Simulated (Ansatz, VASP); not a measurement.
# Cross-check of Ru (Ruthenium) between VASP and Ansatz, part 2 of 2

One calculation is typed for both programs; each brings its own data sets. How far apart do they land? Of the first pair: The structure shown is the end of the Ansatz relaxation below.

VASP 6.6.1 and Ansatz 0.2.0.

So far. Step 3 (VASP: single point, PBEsol): The run ends at a pressure of -17.69 GPa.

### 5. Ansatz: zone-centre phonons, PBEsol

Level of this step: Ansatz beside VASP: Kohn-Sham DFT, plane waves, PBEsol (Ansatz).

Second derivatives magnify differences that forces hide, and they need a tight electronic threshold. The cell compared in this pair holds 23.97 Å³, against 28.24 Å³ for the pair before.

The cell is taken from a series of runs on this material, whose earlier steps may have relaxed, scaled, displaced or heated it; both programs get it as it stands.

Contents of input.yaml:

```yaml
crystal:
  lattice:
    - [2.5941257948, 0.0, 0.0]
    - [-1.2970628974, 2.2465788389, 0.0]
    - [0.0, 0.0, 4.1137996133]
  atoms:
    - { symbol: Ru, position: [0.3333333333, 0.6666666667, 0.25] }
    - { symbol: Ru, position: [0.6666666667, 0.3333333333, 0.75] }
kpoints:
  mp_grid: { grid: [18, 18, 12] }
hamiltonian:
  xc: pbesol
  pseudopotentials: { kind: paw, azcp: { folder: soft_1 }, xc_functional: pbe }
scf:
  occupations: { method: methfessel_paxton, width: 0.2 }
output:
  eigenvalues: true
phonons:
  method: dfpt
```

Launch:

```bash
$ ansatz run input.yaml --threads 4 --pin off --max-ram 10240MiB --backend cpu --events-out ev --progress --plain --runs-dir out
```

Numbers of over 12 decimals in the logs are rounded to 6 here.

What it wrote:

```text
zone centre: on kpoints.mp_grid the ground state, and the responses unless they are solved on pairs of k-points, stand on 637 of the mesh's 3888 k-points, reduced under 4 symmetry operations, with k and −k counted as one. Each operation leaves every solved displacement unchanged or reverses it
[...]
Crystal: 2 atoms, lattice volume = 23.975 Å³
[...]
k mesh reduced under 4 symmetry operations, with k and −k counted as one. Each operation leaves every solved displacement unchanged or reverses it
  ASR residual: 6.214e-5 → 0.000e0 eV/Å²; symmetrization residual: 3.180e-13 eV/Å²
  ASR residual per site (eV/Å²): 6.21e-5 6.21e-5
  Γ frequencies (cm⁻¹): 0.00 0.00 0.00 240.49 240.49 348.29
  non-analytic LO–TO correction: not included (Born effective charges unavailable; polar crystals: no LO–TO splitting at Γ)
[key lines of the parts left out:]
SCF converged after 8 iterations
Free energy (F): -11632.741693 eV
Fermi energy:    26.968945 eV
```

### 6. VASP: zone-centre phonons, PBEsol

The same cell, functional, mesh and smearing now go to VASP, with its own data sets.

Contents of INCAR:

```
SYSTEM = Ru
PREC = Accurate
ENCUT = 500
EDIFF = 1E-08
NELM = 120
ISMEAR = 1
SIGMA = 0.2
LREAL = .FALSE.
ALGO = Normal
GGA = PS
NBANDS = 20
LASPH = .TRUE.
LORBIT = 11
LWAVE = .FALSE.
LCHARG = .FALSE.
ISIF = 2
IBRION = 8
GGA_COMPAT = .FALSE.
KPAR = 2
```

Contents of POSCAR:

```
Ru
1.0
    2.5941257948      0.0000000000      0.0000000000
   -1.2970628974      2.2465788389      0.0000000000
    0.0000000000      0.0000000000      4.1137996133
Ru
2
Direct
    0.3333333333      0.6666666667      0.2500000000
    0.6666666667      0.3333333333      0.7500000000
```

Contents of KPOINTS:

```
Automatic mesh
0
Gamma
18 18 12
0 0 0
```

The projector-augmented-wave data sets are Ru_pv (PBE family, release 64).

Launch:

```bash
$ mpirun -np 2 vasp_std
```

What it wrote:

```text
[banner, memory and clock lines left out]
running    2 mpi-ranks, on    1 nodes
[...]
[... a notice as in an earlier step ...]

 LDA part: xc-table for (Slater+PW92), standard interpolation
 POSCAR, INCAR and KPOINTS ok, starting setup
[...]
entering main loop
       N       E                     dE             d eps       ncg     rms          rms(c)
DAV:   1     0.283921524122E+03    0.28392E+03   -0.17256E+04 10384   0.154E+03
DAV:   2    -0.154337474073E+02   -0.29936E+03   -0.29068E+03 10572   0.462E+02
DAV:   3    -0.213589874983E+02   -0.59252E+01   -0.58845E+01 11896   0.731E+01
DAV:   4    -0.214042950195E+02   -0.45308E-01   -0.45241E-01 13192   0.603E+00
[...]
DAV:  12    -0.199867828430E+02   -0.13720E-06   -0.10190E-07 11936   0.335E-03    0.123E-03
DAV:  13    -0.199867828735E+02   -0.30550E-07   -0.18337E-09  7308   0.371E-04    0.244E-04
DAV:  14    -0.199867828788E+02   -0.53105E-08   -0.30171E-10  6344   0.149E-04
   1 F= -.19986783E+02 E0= -.19986987E+02  d E =0.611271E-03
[...]
RMM:  16    -0.603500946948E+00   -0.18306E-07   -0.25390E-07 65815   0.228E-05    0.121E-07
RMM:  17    -0.603500939219E+00    0.77289E-08   -0.12898E-07 35433   0.170E-05    0.213E-07
RMM:  18    -0.603500944595E+00   -0.53757E-08   -0.83218E-08 37426   0.142E-05    0.868E-08
 first order change of Fermi-energy  -0.39910E-05
 force on displaced ion       1 direction 1 : -10.764   0.001   0.000
 Linear response progress:
  Degree of freedom:   2/  2
       N       E                     dE             d eps       ncg     rms          rms(c)
RMM:   1    -0.632701174907E+00   -0.63270E+00    0.34800E+00 15971   0.601E+01
RMM:   2    -0.748237303336E+00   -0.11554E+00   -0.12662E-01 22053   0.297E+00    0.156E-01
RMM:   3    -0.747877961641E+00    0.35934E-03   -0.67811E-04 25204   0.472E-01    0.795E-02
RMM:   4    -0.747278543145E+00    0.59942E-03   -0.28595E-04 24843   0.172E-01    0.234E-02
[...]
RMM:  15    -0.747021673675E+00   -0.99807E-07   -0.24398E-06 28290   0.465E-05    0.842E-07
RMM:  16    -0.747021601167E+00    0.72508E-07   -0.12314E-06 29106   0.327E-05    0.325E-07
RMM:  17    -0.747021636288E+00   -0.35122E-07   -0.12819E-06 26216   0.241E-05    0.590E-08
 first order change of Fermi-energy   0.87443E-04
 force on displaced ion       1 direction 3 :  -0.000   0.000 -22.813
 Linear response finished
```

Parts of OUTCAR (step 6):

```text
  Total        7.0601585      7.0601585      7.0632285      0.0000000     -0.0000000      0.0000000
  in kB      471.8122418    471.8122418    472.0173983      0.0000000     -0.0000000      0.0000000
  external PRESSURE =     471.8806273 kB  Pullay stress =       0.0000000 kB

 POSITION                                       TOTAL-FORCE (eV/Angst)
 -----------------------------------------------------------------------------------
     -0.00000      1.49772      1.02845         0.000000      0.000000      0.000000
      1.29706      0.74886      3.08535        -0.000000      0.000000      0.000000
 -----------------------------------------------------------------------------------
    total drift:                               -0.000000      0.000000     -0.000000

[... 1 part as in an earlier step ...]

[... 1 further part left out ...]
```

### 7. Side by side

What differs besides the data sets and the points named for the pairs above, as far as they apply: the data sets hold 32 valence electrons in Ansatz (on its PAW soft_1 files) and 28 in VASP. Total energies have different zeros and are not compared.

Compared:

```
                  quantity  Ansatz   VASP  difference
optical mode 1 to 2 (cm⁻¹)   240.5  240.7     -0.08 %
     optical mode 3 (cm⁻¹)   348.3  350.4     -0.59 %
```

Modes are paired by rising frequency, not by their patterns, so a pair may set unlike modes beside each other; they are those without the splitting of longitudinal modes.

### 8. What came out

| Item | Value |
| --- | --- |
| difference in pressure (single point, PBEsol) | 0.11 GPa |
| r.m.s. difference of the optical zone-centre modes, each program's sorted by frequency (zone-centre phonons, PBEsol) | 1.2 cm⁻¹ |
| difference in optical mode 3 (zone-centre phonons, PBEsol) | -0.6 % |

**Reading.** The difference in pressure is 0.11 GPa (single point, PBEsol), within the 1 GPa picked in this series as the mark of a large difference. The data sets hold unlike numbers of valence electrons (32 in Ansatz and 28 in VASP), so part of the differences comes from the potentials. Among the rows given in per cent, the largest difference of the zone-centre phonons, PBEsol pair is in optical mode 3, -0.6 %. Such differences can come from data sets, numerical settings and the points named under the comparisons, not from the functional's error against experiment.

[Lines on the potential files, build, host, timing and source positions are cut from VASP's logs without a mark.]

[Logs are printed without paths, hosts, clocks, repeated set-up lines and the standing remarks that a program may print on its own settings, such as how far it seeks lower states.]

[Hosts, paths, dates, database ids (printed as entryN), source tags and the programs' standing remarks are cut or masked in the printed files.]
